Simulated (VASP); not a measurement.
A convergence study with VASP on ZnS (zinc blende): one setting is varied, all else stays as given below, so the limit is that of these other settings.

```yaml
crystal:
  lattice:
    - [0.00000, 2.70500, 2.70500]
    - [2.70500, 0.00000, 2.70500]
    - [2.70500, 2.70500, 0.00000]
  atoms:
    - { symbol: Zn, position: [0.00000, 0.00000, 0.00000] }
    - { symbol: S, position: [0.25000, 0.25000, 0.25000] }
```

These are LDA (Ceperley-Alder, Perdew-Zunger), VASP's LDA PAW potentials (set 64) (plane waves; VASP) values and carry that method's errors. The tightest run used: 550 eV cut-off, 17×17×17 Γ-centred mesh, tetrahedra with Blöchl corrections, potentials Zn S.

Gaps are read on the run's mesh, which can miss a band edge.

```
setting     E (eV/atom)  pressure (GPa)  gap on the mesh (eV)  irreducible k-points
----------  -----------  --------------  --------------------  --------------------
3×3×3 mesh      -3.9674           -3.30                 1.823                     4
4×4×4 mesh      -4.0604           -4.26                 1.859                     8
5×5×5 mesh      -4.0801           -4.49                 1.869                    10
```

Task: These are the cheaper rows. Estimate the results at 17×17×17 mesh, and how far the last row shown lies from them.

Result: 
```csv
quantity,tightest run,last row shown is off by
E (eV/atom),-4.0868,0.0067
pressure (GPa),-4.57,0.08
gap on the mesh (eV),1.875,-0.005
```

Left out are rungs that failed or repeat a setting and relaxations that didn't move; long series are thinned to 24 rows.

The compound is ZnS in the zinc blende structure. The cell was not relaxed at this level.
